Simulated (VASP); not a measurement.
Given:

```
CELL_PARAMETERS angstrom
      0.00000     2.09232     2.09232
      2.09232     0.00000     2.09232
      2.09232     2.09232     0.00000
ATOMIC_POSITIONS crystal
  Li 0.25000 0.25000 0.25000
  Li 0.75000 0.75000 0.75000
  O  0.00000 0.00000 0.00000
```

Computed with LDA (Ceperley-Alder, Perdew-Zunger), VASP's LDA PAW potentials (set 64) (plane waves; VASP 6.6.1). Settings: 620 eV cut-off, 9×9×9 Γ-centred mesh, Gaussian smearing of 0.050 eV, potentials Li_sv O.

Energy and stress use the plane-wave basis of the starting cell.

Question: The ions, cell shape and volume at an external pressure of 45.0 GPa are relaxed. What does this cell relax into?

Answer: 
```
CELL_PARAMETERS angstrom
      0.00000     2.04676     2.04676
      2.04676     0.00000     2.04676
      2.04676     2.04676     0.00000
ATOMIC_POSITIONS crystal
  Li 0.25000 0.25000 0.25000
  Li 0.75000 0.75000 0.75000
  O  0.00000 0.00000 0.00000
```
Space group Fm-3m (225), at a tolerance of 0.03 Å.

Question: How do energy and volume change from the first to the last step?

Answer: The energy (σ→0) changes by +90.7 meV/atom and the volume by -6.4 %, in 3 ionic steps.

The compound is Li2O in the antifluorite structure. This run relaxes it under an external pressure of 45 GPa. Symmetry was kept, so distortions that lower it aren't found.
